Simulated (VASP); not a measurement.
These are SCAN meta-GGA, VASP's PBE PAW potentials (set 64) (plane waves; VASP) values and carry that method's errors.

VASP input:

### INCAR
```
# general
SYSTEM   =  CsI
PREC     =  Accurate
ENCUT    =  520   # plane-wave cut-off (eV)
LREAL    =  F
LASPH    =  T   # aspherical one-centre terms

# electronic loop
EDIFF    =  1E-7   # SCF stop (eV)
NELM     =  100
ALGO     =  Normal
LMAXMIX  =  4
LMIXTAU  =  T

# smearing
ISMEAR   =  0
SIGMA    =  0.05

# functional
METAGGA  =  SCAN

# ions
ISIF     =  2   # forces and stress, cell fixed

# output
LWAVE    =  F
LCHARG   =  F
```

POSCAR:
```
CsI
1
    4.5916671617     0.0000000000     0.0000000000
    0.0000000000     4.5916671617     0.0000000000
    0.0000000000     0.0000000000     4.5916671617
Cs I
1 1
Direct
  0.0000000000   0.0000000000   0.0000000000
  0.5000000000   0.5000000000   0.5000000000
```

**KPOINTS**
```
Automatic mesh
0
Gamma
6 6 6
0 0 0
```

POTCAR, in this order: Cs_sv I (PBE.64 set). Program: vasp_std.

Unless said otherwise, spin-orbit coupling is left out, though it shifts the bands of the heavy elements here.

Estimate the energy per atom (σ→0), band gap (on the k-mesh).

```
Quantity                            Value
------------------------  ---------------
energy per atom (σ→0)     -38.983 eV/atom
band gap (on the k-mesh)          4.49 eV
```

OSZICAR:
```
...
DAV:  24    -0.779661923993E+02    0.46869E-05   -0.72033E-07   496   0.102E-02    0.745E-03
DAV:  25    -0.779661909663E+02    0.14330E-05   -0.27253E-06   500   0.215E-02    0.622E-03
DAV:  26    -0.779661936213E+02   -0.26550E-05   -0.62147E-07   504   0.112E-02    0.338E-03
DAV:  27    -0.779661960761E+02   -0.24549E-05   -0.38024E-07   536   0.582E-03    0.117E-03
DAV:  28    -0.779661968552E+02   -0.77902E-06   -0.73105E-08   352   0.394E-03    0.321E-04
DAV:  29    -0.779661970664E+02   -0.21128E-06   -0.10867E-08   288   0.154E-03    0.120E-04
DAV:  30    -0.779661970725E+02   -0.60716E-08   -0.25851E-09   276   0.777E-04
   1 F= -.77966197E+02 E0= -.77966197E+02  d E =-.283633E-19
```

The compound is CsI in the CsCl type structure. It was relaxed first.
